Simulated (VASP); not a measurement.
A convergence study with VASP on C (graphite): a few settings are varied, all else stays as given below, so the limit is that of these other settings. The cell's lengths are 1 % over those of the tabulated start and one atom is moved, so it is off equilibrium.

```yaml
crystal:
  lattice:
    - [1.24230, -2.15173, 0.00000]
    - [1.24230, 2.15173, 0.00000]
    - [0.00000, 0.00000, 6.77710]
  atoms:
    - { symbol: C, position: [0.00000, 0.00000, 0.25000] }
    - { symbol: C, position: [0.00000, 0.00000, 0.75000] }
    - { symbol: C, position: [0.33333, 0.66667, 0.25000] }
    - { symbol: C, position: [0.69106, 0.35772, 0.75000] }
```

Method: PBEsol GGA, VASP's PBE PAW potentials (set 64) (plane waves; VASP). The last row used: 900 eV cut-off, 12×12×4 Γ-centred mesh, first-order Methfessel-Paxton smearing of 0.10 eV, potentials C_h.

Energies of different potentials or hybrids have different zeros.

| setting | E (eV/atom) | pressure (GPa) | largest force (eV/Å) | plane waves |
|---|---|---|---|---|
| ENCUT = 300, POTCAR C | -9.6539 | -22.64 | 3.215 | 452 |
| ENCUT = 400, POTCAR C | -9.6191 | -8.87 | 3.092 | 672 |
| ENCUT = 520, POTCAR C | -9.6124 | -6.56 | 3.079 | 996 |
| ENCUT = 700, POTCAR C | -9.6185 | -7.11 | 3.085 | 1589 |
| ENCUT = 900, POTCAR C | -9.6208 | -6.83 | 3.079 | 2256 |
| ENCUT = 300, POTCAR C_s | -9.5862 | -6.45 | 3.176 | 452 |
| ENCUT = 400, POTCAR C_s | -9.5906 | -5.61 | 3.162 | 672 |
| ENCUT = 520, POTCAR C_s | -9.5943 | -5.51 | 3.164 | 996 |
| ENCUT = 700, POTCAR C_s | -9.5951 | -5.38 | 3.163 | 1589 |
| ENCUT = 900, POTCAR C_s | -9.5954 | -5.37 | 3.162 | 2256 |
| ENCUT = 300, POTCAR C_h | -9.1195 | -76.47 | 4.432 | 452 |
| ENCUT = 400, POTCAR C_h | -9.2740 | -52.75 | 3.199 | 672 |
| ENCUT = 520, POTCAR C_h | -9.5002 | -27.74 | 2.913 | 996 |
| ENCUT = 700, POTCAR C_h | -9.6198 | -10.49 | 3.109 | 1589 |
| ENCUT = 900, POTCAR C_h | -9.6269 | -7.28 | 3.074 | 2256 |

Left out are rungs that failed or repeat a setting and relaxations that didn't move; long series are thinned to 24 rows.

The compound is C in the graphite structure. The cell was not relaxed at this level, it is distorted from the ideal structure.
